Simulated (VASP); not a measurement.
Method: PBE GGA, VASP's PBE PAW potentials (set 64) (plane waves; VASP).

Input for VASP

INCAR:
```
PREC = Normal
EDIFFG = -0.03
ALGO = Fast   ! Davidson, then RMM-DIIS
LREAL = Auto
ENCUT = 400   ! plane-wave cut-off (eV)
ISYM = 0
SYSTEM = Zn36HO36
SIGMA = 0.05
LASPH = .TRUE.
NELMIN = 4
LWAVE = .FALSE.
IBRION = 2   ! conjugate gradients
ISMEAR = 0   ! Gaussian
LMAXMIX = 4   ! l cut-off of mixed one-centre charges
NELM = 100   ! most electronic steps
EDIFF = 1E-5   ! SCF stop (eV)
NELECT = 650.0
NSW = 60   ! most ionic steps
ISIF = 2   ! forces and stress, cell fixed
LCHARG = .FALSE.
GGA = PE   ! PBE
```

**KPOINTS**
```
Automatic mesh
0
Gamma
 1 1 1
```

File POSCAR:
```
Zn36HO36
1
    4.9323206900    -8.5430313936     0.0000000000
    4.9323206900     8.5430313936     0.0000000000
    0.0000000000     0.0000000000    10.5847753959
Zn O H
36 36 1
Direct
  0.2222220000   0.1111110000   0.2500000000
  0.1111110000   0.2222220000   0.0000000000
  0.2245980000   0.1119410000   0.7530460000
  0.1174000000   0.2245230000   0.5031870000
  0.2222220000   0.4444440000   0.2500000000
  0.1111110000   0.5555560000   0.0000000000
  0.2240760000   0.4522000000   0.7536440000
  0.1111110000   0.5555560000   0.5000000000
  0.2222220000   0.7777780000   0.2500000000
  0.1111110000   0.8888890000   0.0000000000
  0.2222220000   0.7777780000   0.7500000000
  0.1111110000   0.8888890000   0.5000000000
  0.5555560000   0.1111110000   0.2500000000
  0.4444440000   0.2222220000   0.0000000000
  0.5555560000   0.1111110000   0.7500000000
  0.4422210000   0.2200640000   0.4968840000
  0.5555560000   0.4444440000   0.2500000000
  0.4444440000   0.5555560000   0.0000000000
  0.5507560000   0.4391110000   0.7534520000
  0.4490540000   0.5551030000   0.4980440000
  0.5555560000   0.7777780000   0.2500000000
  0.4444440000   0.8888890000   0.0000000000
  0.5555560000   0.7777780000   0.7500000000
  0.4444440000   0.8888890000   0.5000000000
  0.8888890000   0.1111110000   0.2500000000
  0.7777780000   0.2222220000   0.0000000000
  0.8888890000   0.1111110000   0.7500000000
  0.7777780000   0.2222220000   0.5000000000
  0.8888890000   0.4444440000   0.2500000000
  0.7777780000   0.5555560000   0.0000000000
  0.8888890000   0.4444440000   0.7500000000
  0.7777780000   0.5555560000   0.5000000000
  0.8888890000   0.7777780000   0.2500000000
  0.7777780000   0.8888890000   0.0000000000
  0.8888890000   0.7777780000   0.7500000000
  0.7777780000   0.8888890000   0.5000000000
  0.2238800000   0.1169420000   0.4369650000
  0.1111110000   0.2222220000   0.1910000000
  0.2222220000   0.1111110000   0.9410000000
  0.1100960000   0.2245210000   0.6909450000
  0.2175770000   0.4446520000   0.4372800000
  0.1111110000   0.5555560000   0.1910000000
  0.2222220000   0.4444440000   0.9410000000
  0.1111110000   0.5555560000   0.6910000000
  0.2222220000   0.7777780000   0.4410000000
  0.1111110000   0.8888890000   0.1910000000
  0.2222220000   0.7777780000   0.9410000000
  0.1111110000   0.8888890000   0.6910000000
  0.5555560000   0.1111110000   0.4410000000
  0.4444440000   0.2222220000   0.1910000000
  0.5555560000   0.1111110000   0.9410000000
  0.4463000000   0.2260370000   0.6916200000
  0.5563940000   0.4406230000   0.4456240000
  0.4444440000   0.5555560000   0.1910000000
  0.5555560000   0.4444440000   0.9410000000
  0.4491040000   0.5597540000   0.6866130000
  0.5555560000   0.7777780000   0.4410000000
  0.4444440000   0.8888890000   0.1910000000
  0.5555560000   0.7777780000   0.9410000000
  0.4444440000   0.8888890000   0.6910000000
  0.8888890000   0.1111110000   0.4410000000
  0.7777780000   0.2222220000   0.1910000000
  0.8888890000   0.1111110000   0.9410000000
  0.7777780000   0.2222220000   0.6910000000
  0.8888890000   0.4444440000   0.4410000000
  0.7777780000   0.5555560000   0.1910000000
  0.8888890000   0.4444440000   0.9410000000
  0.7777780000   0.5555560000   0.6910000000
  0.8888890000   0.7777780000   0.4410000000
  0.7777780000   0.8888890000   0.1910000000
  0.8888890000   0.7777780000   0.9410000000
  0.7777780000   0.8888890000   0.6910000000
  0.3297710000   0.3320780000   0.6021360000
```

POTCAR, in this order: Zn O H (PBE.64 set). Program: vasp_gam.

The run wrote:

File OSZICAR:
```
...
RMM:   2    -0.320002900897E+03   -0.14614E-02   -0.16227E-02   780   0.258E-01    0.856E-02
RMM:   3    -0.320002990929E+03   -0.90032E-04   -0.20489E-03   780   0.956E-02    0.472E-02
RMM:   4    -0.320002985739E+03    0.51904E-05   -0.24356E-04   743   0.320E-02    0.325E-02
RMM:   5    -0.320002978444E+03    0.72941E-05   -0.68692E-05   673   0.176E-02
  10 F= -.32000298E+03 E0= -.32000298E+03  d E =-.344040E-01
       N       E                     dE             d eps       ncg     rms          rms(c)
DAV:   1    -0.320010463951E+03   -0.74782E-02   -0.34619E+00   802   0.352E+00    0.320E-01
RMM:   2    -0.320016487206E+03   -0.60233E-02   -0.66180E-02   780   0.540E-01    0.215E-01
RMM:   3    -0.320016864564E+03   -0.37736E-03   -0.83264E-03   780   0.199E-01    0.110E-01
RMM:   4    -0.320016839189E+03    0.25375E-04   -0.10056E-03   788   0.728E-02    0.763E-02
RMM:   5    -0.320016805748E+03    0.33441E-04   -0.26224E-04   781   0.382E-02    0.302E-02
RMM:   6    -0.320016813019E+03   -0.72713E-05   -0.81751E-05   704   0.165E-02
  11 F= -.32001681E+03 E0= -.32001681E+03  d E =-.138346E-01
       N       E                     dE             d eps       ncg     rms          rms(c)
DAV:   1    -0.320001795292E+03    0.15010E-01   -0.12294E+01   780   0.663E+00    0.605E-01
RMM:   2    -0.320023397282E+03   -0.21602E-01   -0.23677E-01   780   0.102E+00    0.411E-01
RMM:   3    -0.320024762034E+03   -0.13648E-02   -0.29744E-02   780   0.376E-01    0.211E-01
RMM:   4    -0.320024664830E+03    0.97204E-04   -0.35687E-03   787   0.138E-01    0.147E-01
RMM:   5    -0.320024544989E+03    0.11984E-03   -0.95106E-04   781   0.724E-02    0.579E-02
RMM:   6    -0.320024571320E+03   -0.26331E-04   -0.29642E-04   783   0.314E-02    0.314E-02
RMM:   7    -0.320024564241E+03    0.70788E-05   -0.70252E-05   600   0.156E-02
  12 F= -.32002456E+03 E0= -.32002456E+03  d E =-.215858E-01
       N       E                     dE             d eps       ncg     rms          rms(c)
DAV:   1    -0.320027868980E+03   -0.32977E-02   -0.46449E+00   808   0.404E+00    0.306E-01
RMM:   2    -0.320033983161E+03   -0.61142E-02   -0.68479E-02   780   0.549E-01    0.196E-01
RMM:   3    -0.320034337663E+03   -0.35450E-03   -0.87634E-03   780   0.203E-01    0.109E-01
RMM:   4    -0.320034306775E+03    0.30889E-04   -0.10322E-03   783   0.728E-02    0.740E-02
RMM:   5    -0.320034270833E+03    0.35942E-04   -0.27845E-04   779   0.379E-02    0.254E-02
RMM:   6    -0.320034278455E+03   -0.76220E-05   -0.83090E-05   712   0.168E-02
  13 F= -.32003428E+03 E0= -.32003428E+03  d E =-.971421E-02
       N       E                     dE             d eps       ncg     rms          rms(c)
DAV:   1    -0.320027503228E+03    0.67676E-02   -0.69183E+00   792   0.494E+00    0.378E-01
RMM:   2    -0.320036702965E+03   -0.91997E-02   -0.10285E-01   780   0.673E-01    0.240E-01
RMM:   3    -0.320037251362E+03   -0.54840E-03   -0.13171E-02   780   0.249E-01    0.134E-01
RMM:   4    -0.320037209472E+03    0.41890E-04   -0.15668E-03   784   0.896E-02    0.907E-02
RMM:   5    -0.320037156430E+03    0.53042E-04   -0.41797E-04   780   0.466E-02    0.312E-02
RMM:   6    -0.320037167862E+03   -0.11432E-04   -0.12418E-04   735   0.206E-02    0.187E-02
RMM:   7    -0.320037165704E+03    0.21582E-05   -0.29135E-05   513   0.105E-02
  14 F= -.32003717E+03 E0= -.32003717E+03  d E =-.126015E-01
       N       E                     dE             d eps       ncg     rms          rms(c)
DAV:   1    -0.320036980679E+03    0.18718E-03   -0.29872E-01   840   0.102E+00    0.798E-02
RMM:   2    -0.320037360757E+03   -0.38008E-03   -0.42967E-03   780   0.138E-01    0.489E-02
RMM:   3    -0.320037383595E+03   -0.22839E-04   -0.55310E-04   780   0.510E-02    0.259E-02
RMM:   4    -0.320037381700E+03    0.18951E-05   -0.64525E-05   703   0.182E-02
  15 F= -.32003738E+03 E0= -.32003738E+03  d E =-.128175E-01
       N       E                     dE             d eps       ncg     rms          rms(c)
DAV:   1    -0.320037045484E+03    0.33811E-03   -0.19355E+00   800   0.267E+00    0.255E-01
RMM:   2    -0.320041180703E+03   -0.41352E-02   -0.44740E-02   780   0.439E-01    0.165E-01
RMM:   3    -0.320041451054E+03   -0.27035E-03   -0.56066E-03   780   0.162E-01    0.846E-02
RMM:   4    -0.320041433173E+03    0.17881E-04   -0.61830E-04   786   0.567E-02    0.602E-02
RMM:   5    -0.320041410885E+03    0.22288E-04   -0.16909E-04   771   0.297E-02    0.232E-02
RMM:   6    -0.320041415502E+03   -0.46174E-05   -0.47998E-05   582   0.131E-02
  16 F= -.32004142E+03 E0= -.32004142E+03  d E =-.403380E-02
       N       E                     dE             d eps       ncg     rms          rms(c)
DAV:   1    -0.320038968460E+03    0.24424E-02   -0.13583E+00   792   0.224E+00    0.214E-01
RMM:   2    -0.320041920138E+03   -0.29517E-02   -0.31867E-02   780   0.369E-01    0.140E-01
RMM:   3    -0.320042110579E+03   -0.19044E-03   -0.39818E-03   780   0.137E-01    0.729E-02
RMM:   4    -0.320042097135E+03    0.13445E-04   -0.44558E-04   787   0.481E-02    0.513E-02
RMM:   5    -0.320042081348E+03    0.15787E-04   -0.12218E-04   739   0.253E-02    0.203E-02
RMM:   6    -0.320042084858E+03   -0.35097E-05   -0.35790E-05   536   0.113E-02
  17 F= -.32004208E+03 E0= -.32004208E+03  d E =-.470316E-02
       N       E                     dE             d eps       ncg     rms          rms(c)
DAV:   1    -0.320042024253E+03    0.57095E-04   -0.60876E-02   856   0.473E-01    0.447E-02
RMM:   2    -0.320042144785E+03   -0.12053E-03   -0.13159E-03   780   0.755E-02    0.278E-02
RMM:   3    -0.320042153081E+03   -0.82955E-05   -0.16649E-04   724   0.278E-02    0.129E-02
RMM:   4    -0.320042152769E+03    0.31105E-06   -0.17960E-05   467   0.938E-03
  18 F= -.32004215E+03 E0= -.32004215E+03  d E =-.477107E-02
       N       E                     dE             d eps       ncg     rms          rms(c)
DAV:   1    -0.320042196376E+03   -0.43296E-04   -0.15400E+00   800   0.236E+00    0.169E-01
RMM:   2    -0.320044158768E+03   -0.19624E-02   -0.21515E-02   780   0.306E-01    0.110E-01
RMM:   3    -0.320044267814E+03   -0.10905E-03   -0.26393E-03   780   0.111E-01    0.605E-02
RMM:   4    -0.320044250106E+03    0.17708E-04   -0.28399E-04   781   0.388E-02    0.413E-02
RMM:   5    -0.320044237720E+03    0.12386E-04   -0.87078E-05   713   0.207E-02    0.142E-02
RMM:   6    -0.320044239886E+03   -0.21655E-05   -0.24187E-05   510   0.954E-03
  19 F= -.32004424E+03 E0= -.32004424E+03  d E =-.208712E-02
       N       E                     dE             d eps       ncg     rms          rms(c)
DAV:   1    -0.320043329112E+03    0.90861E-03   -0.10258E+00   800   0.193E+00    0.140E-01
RMM:   2    -0.320044652747E+03   -0.13236E-02   -0.14504E-02   780   0.251E-01    0.906E-02
RMM:   3    -0.320044728596E+03   -0.75849E-04   -0.17933E-03   780   0.915E-02    0.505E-02
RMM:   4    -0.320044717319E+03    0.11277E-04   -0.19618E-04   772   0.323E-02    0.337E-02
RMM:   5    -0.320044709456E+03    0.78633E-05   -0.58741E-05   667   0.173E-02
  20 F= -.32004471E+03 E0= -.32004471E+03  d E =-.255669E-02
       N       E                     dE             d eps       ncg     rms          rms(c)
DAV:   1    -0.320043053663E+03    0.16637E-02   -0.19697E+00   800   0.268E+00    0.201E-01
RMM:   2    -0.320045965576E+03   -0.29119E-02   -0.31549E-02   780   0.367E-01    0.117E-01
RMM:   3    -0.320046138884E+03   -0.17331E-03   -0.39202E-03   780   0.135E-01    0.642E-02
RMM:   4    -0.320046127139E+03    0.11744E-04   -0.42690E-04   785   0.462E-02    0.441E-02
RMM:   5    -0.320046111829E+03    0.15310E-04   -0.11587E-04   733   0.242E-02    0.151E-02
RMM:   6    -0.320046114692E+03   -0.28628E-05   -0.31215E-05   525   0.109E-02
  21 F= -.32004611E+03 E0= -.32004611E+03  d E =-.140524E-02
```

### OUTCAR
```
------------------------ aborting loop because EDIFF is reached ----------------------------------------
  FORCE on cell =-STRESS in cart. coord.  units (eV):
  Direction    XX          YY          ZZ          XY          YZ          ZX
  --------------------------------------------------------------------------------------
  Total      -10.8585279    -10.3844343    -11.8999816      0.0456001      0.0005927     -0.0027681
  in kB      -19.5032318    -18.6517022    -21.3738088      0.0819032      0.0010646     -0.0049718
  external PRESSURE =     -19.8429143 kB  Pullay stress =       0.0000000 kB
  volume of cell :      892.02
      direct lattice vectors                 reciprocal lattice vectors
     4.932320690 -8.543031394  0.000000000     0.101372160 -0.058527234  0.000000000
     4.932320690  8.543031394  0.000000000     0.101372160  0.058527234  0.000000000
     0.000000000  0.000000000 10.584775396     0.000000000  0.000000000  0.094475316
  FREE ENERGIE OF THE ION-ELECTRON SYSTEM (eV)
  ---------------------------------------------------
  free  energy   TOTEN  =      -320.0461146921 eV

  energy  without entropy=     -320.0461146921  energy(sigma->0) =     -320.04611469

 reached required accuracy - stopping structural energy minimisation
```
(Selected blocks of OUTCAR.)

File CONTCAR:
```
Zn36HO36
   1.00000000000000
     4.9323206900000001   -8.5430313935999997    0.0000000000000000
     4.9323206900000001    8.5430313935999997    0.0000000000000000
     0.0000000000000000    0.0000000000000000   10.5847753958999995
  Zn              O               H
    36    36     1
Direct
     0.2219729798072200    0.1103550820410519    0.2477991990759281
     0.1105661813954698    0.2221305782202867    0.9996294557484924
     0.2221489521338726    0.1112601388154270    0.7516938289787281
     0.1175921342471321    0.2256050732251546    0.5027139265268931
     0.2220654580863946    0.4451992963729921    0.2476256884574263
     0.1107192026804080    0.5563424547013677    0.0002378696155271
     0.2221406936611577    0.4441671843323319    0.7517909246275113
     0.1105231051184667    0.5564420058957642    0.5010938795032381
     0.2216357594561008    0.7775414422529929    0.2515863031110855
     0.1108131740321017    0.8882430685427536    0.0002831959579598
     0.2228742934762437    0.7781816880437536    0.7509618648733069
     0.1105001812982160    0.8876298233921845    0.5010859807036092
     0.5551295220265090    0.1120838602526527    0.2534223748277173
     0.4450556471216224    0.2221627457241081    0.9997966942683690
     0.5565335693479594    0.1105425583961080    0.7524652990452503
     0.4413899369888850    0.2255450937806576    0.5025845488981000
     0.5565112409132125    0.4450481265610584    0.2478908307598776
     0.4450807794265958    0.5565378469667439    0.9997752803940277
     0.5556727788471064    0.4446736057546080    0.7516131342212128
     0.4412465821228455    0.5496792670392734    0.5028171204216930
     0.5550076011675814    0.7764820984522509    0.2534823924703421
     0.4447319786370241    0.8891817838510462    0.0037356648139622
     0.5565899265946680    0.7798827737978482    0.7524686210280455
     0.4443538663347107    0.8889573887166088    0.5016357041022795
     0.8908410072630233    0.1122033819532461    0.2534890917802364
     0.7778285282982838    0.2223387396081160    0.0035797060692261
     0.8869150815164279    0.1102105335694343    0.7527607368711514
     0.7783518758718012    0.2228580014114738    0.5014656122046939
     0.8892957207013018    0.4452397739616785    0.2514629309309777
     0.7787910122633235    0.5562626656716546    0.0004783476147671
     0.8886958647954916    0.4439914865666861    0.7509260348167939
     0.7789141631310015    0.5563841494031038    0.5010988943104678
     0.8894620071802130    0.7775726127831049    0.2515820216433574
     0.7777630434057862    0.8889795032561330    0.0037553373427483
     0.8888417330022241    0.7783610547078218    0.7508845307011849
     0.7781784989032061    0.8889861195387171    0.5015145049323084
     0.2188885634157448    0.1045238836749765    0.4351108853136959
     0.1110543305158056    0.2223187900664271    0.1889099082494650
     0.2221815709090996    0.1108072041816303    0.9410209363013172
     0.1081064367244044    0.2206927207557938    0.6947165522986761
     0.2190761903018007    0.4478736556795394    0.4349309383028940
     0.1103676833263918    0.5565002973512680    0.1888968170988361
     0.2221380459120214    0.4450367624405786    0.9410307914676894
     0.1111970552829365    0.5557699123689021    0.6906812502516936
     0.2226154130566814    0.7780330014552544    0.4407377841489883
     0.1104287640031469    0.8873933175426163    0.1889207521806701
     0.2235272142297112    0.7786408620738136    0.9402317251535176
     0.1111506181052701    0.8888688117948894    0.6906230323478391
     0.5540885476909495    0.1132409743119171    0.4433476288398875
     0.4448816354003122    0.2222924357204761    0.1890752088886307
     0.5564369348069658    0.1105965230753844    0.9421713711280798
     0.4456972096205598    0.2210933560517793    0.6945481054976701
     0.5617614717763598    0.4479290846728069    0.4351069091776077
     0.4449020020599803    0.5562155430011549    0.1890306189526968
     0.5563732284061398    0.4449580503577095    0.9409772129998651
     0.4457676923230220    0.5584352951790710    0.6947085031469324
     0.5539242138008278    0.7743045383823011    0.4434131893159157
     0.4449892541630909    0.8892459006192711    0.1934940756710193
     0.5563951401716101    0.7794808673332061    0.9421420280883188
     0.4448999838110997    0.8893388655436938    0.6910713513937861
     0.8931067010552148    0.1133109857492649    0.4434406056777175
     0.7778937326370580    0.2220003693366999    0.1933424249957035
     0.8874346125785953    0.1104618271448515    0.9422725212904777
     0.7777410910116832    0.2220722311842593    0.6909724122998859
     0.8888178860878787    0.4445291218172589    0.4406865484661663
     0.7794096040311582    0.5565772738121815    0.1890682510626831
     0.8883791676618340    0.4435581570643202    0.9402124201397352
     0.7780852671164670    0.5559330451627168    0.6906518081428592
     0.8888988786370430    0.7780524533739052    0.4407677426371891
     0.7778258722943806    0.8893361893516054    0.1934516478950181
     0.8885374774659224    0.7784919787675312    0.9402080882733312
     0.7778032517733381    0.8892780951383247    0.6909046112911936
     0.3317121765818977    0.3330956109024218    0.5573758099639323
```

**OUTCAR**
```
 val. band max:        1.0869841408   @ k =   0.0000   0.0000   0.0000

 cond. band min:       2.2084416351   @ k =   0.0000   0.0000   0.0000


 Fermi energy:         1.3409587366

 k-point     1 :       0.0000    0.0000    0.0000
  band No.  band energies     occupation
      1     -16.8819      2.00000
      2     -16.5594      2.00000
      3     -16.5473      2.00000
      4     -16.4425      2.00000
      5     -16.4421      2.00000
      6     -16.4406      2.00000
      7     -16.4391      2.00000
      8     -16.4371      2.00000
      9     -16.4342      2.00000
     10     -16.2529      2.00000
     11     -16.2515      2.00000
     12     -16.2505      2.00000
     13     -16.2498      2.00000
     14     -16.2484      2.00000
     15     -16.2477      2.00000
     16     -16.2439      2.00000
     17     -16.2427      2.00000
     18     -16.2366      2.00000
     19     -16.2321      2.00000
     20     -16.2297      2.00000
     21     -16.2269      2.00000
     22     -16.2060      2.00000
     23     -16.1043      2.00000
     24     -16.1025      2.00000
     25     -16.0971      2.00000
     26     -16.0963      2.00000
     27     -16.0844      2.00000
     28     -16.0828      2.00000
     29     -16.0697      2.00000
     30     -16.0689      2.00000
     31     -16.0551      2.00000
     32     -16.0542      2.00000
     33     -16.0529      2.00000
     34     -16.0511      2.00000
     35     -16.0487      2.00000
     36     -16.0469      2.00000
     37      -5.6718      2.00000
     38      -4.9925      2.00000
     39      -4.9901      2.00000
     40      -4.9891      2.00000
     41      -4.9883      2.00000
     42      -4.9845      2.00000
     43      -4.9844      2.00000
     44      -4.9782      2.00000
     45      -4.9779      2.00000
     46      -4.9763      2.00000
     47      -4.9652      2.00000
     48      -4.9647      2.00000
     49      -4.9370      2.00000
     50      -4.9040      2.00000
     51      -4.9031      2.00000
...
```

At this cut-off the stress carries a Pulay error, which pulls relaxed volumes low. The cell is charged, with a uniform compensating background. The supercell is sampled at Γ alone, which is coarse: total energies, pressure and levels can be off, energies of defects by several tenths of an eV.

The cell is a supercell with a defect, built from ZnO (wurtzite): H_i, charge -1. The run is not spin-polarised, so no state with unpaired spins was tried.
